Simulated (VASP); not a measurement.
Ag:

```
Ag
1.0
     0.00000    2.04275    2.04275
     2.04275    0.00000    2.04275
     2.04275    2.04275    0.00000
Ag
1
Direct
  0.00000 0.00000 0.00000
```

- Program: VASP 6.6.1
- Task: relaxation of cell and atoms
- Functional: LDA
- Potentials or basis: VASP PAW LDA potentials, release 64 (Ag)
- Cutoff: 600 eV
- k mesh: 16 × 16 × 16
- Occupations: methfessel-paxton, width 0.1 eV
- Spin: no spin polarisation

At the start: pressure -7.2 GPa; volume 17.05 Å³/atom.

How do energy, volume and symmetry change on relaxing?

Over 3 steps the energy falls by 24.3 meV/atom and the volume is 16.04 Å³/atom (-5.9 %); space group Fm-3m (No. 225, to 0.05 Å).

The path:
```csv
step,energy change (eV),largest force (eV/Å),pressure (GPa),volume (Å³)
1,0.0000,0.0000,-7.17,17.05
2,-0.0051,0.0000,8.17,15.24
3,-0.0243,0.0000,-0.06,16.04
```

Final structure:
```
CELL_PARAMETERS angstrom
0.00000 2.00163 2.00163
2.00163 0.00000 2.00163
2.00163 2.00163 0.00000
ATOMIC_POSITIONS crystal
Ag 0.00000 0.00000 0.00000
```
